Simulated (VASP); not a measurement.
Here is the system:

```yaml
crystal:
  lattice:
    - [0.00000, 2.89541, 2.89541]
    - [2.89541, 0.00000, 2.89541]
    - [2.89541, 2.89541, 0.00000]
  atoms:
    - { symbol: Ca, position: [0.00000, 0.00000, 0.00000] }
    - { symbol: S, position: [0.50000, 0.50000, 0.50000] }
```

Computed with RPBE GGA, VASP's PBE PAW potentials (set 64) (plane waves; VASP). Run with 520 eV cut-off, 8×8×8 Γ-centred mesh, Gaussian smearing of 0.050 eV, potentials Ca_sv S.

**Question.** The job: CaS (rock salt), 2 atoms, RPBE, static run, 520 eV, 8×8×8 Γ-centred mesh. Roughly how much core time does it take on a busy server core?

**Answer.** About 10 core-seconds (one run on a shared machine, a rough figure). It had 29 irreducible k-points, 12 bands, up to 1325 plane waves and 14 electronic steps.

The compound is CaS in the rock salt structure. It was relaxed first, which changed the volume by +5 %.
